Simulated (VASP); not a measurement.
Runs of VASP 6.6.1 on TcSe2. It takes space group Fm-3m (No. 225, cubic). The conventional cell has a = 6.291 Å, b = 6.291 Å, c = 6.291 Å, α = 90.00°, β = 90.00°, γ = 90.00°. Tc (site symmetry m-3m) has 8 Se at 2.72 Å as nearest neighbours. Se (site symmetry -43m) has 4 Tc at 2.72 Å as nearest neighbours. The cell comes from a database or a generator and needn't be the stable form of this composition.

```csv
spin,U,fixed moment (μB),gap on the mesh (eV),pressure (GPa),moment (μB)
off,Tc d U = 8 eV,-,none,0.0,-
"collinear, random start",Tc d U = 8 eV,-,none,(b),1.52
"collinear, ferromagnetic start",Tc d U = 4 eV,-,none,-5.7,1.05
off,Tc d U = 4 eV,-,none,-7.1,-
"collinear, zero start",Tc d U = 8 eV,-,none,0.0,(a)
"collinear, ferromagnetic start",Tc d U = 8 eV,-,none,16.5,3.19
"collinear, ferromagnetic start",Tc d U = 8 eV,4,-,18.3,4.00
```

Alike in all rows: task single point; level PBE+U; potentials or basis VASP PAW PBE potentials, release 64 (Tc_pv, Se); cell as given; k mesh 5 × 5 × 5; cutoff (eV) 520; smearing gaussian 0.05 eV.

Problem. Fill in the values left out.

Solution. (a) 0.00; (b) 3.2.

Caveats: U without spin polarisation on a metal has little footing (some runs); the moment is held away from its start (some runs); the total moment is fixed, so each spin has its own Fermi level (some runs).

A k mesh can miss the band edges, and the runs leave out spin-orbit coupling on Se, Tc.

A gap of «none» marks a metal or a gap under the smearing width.
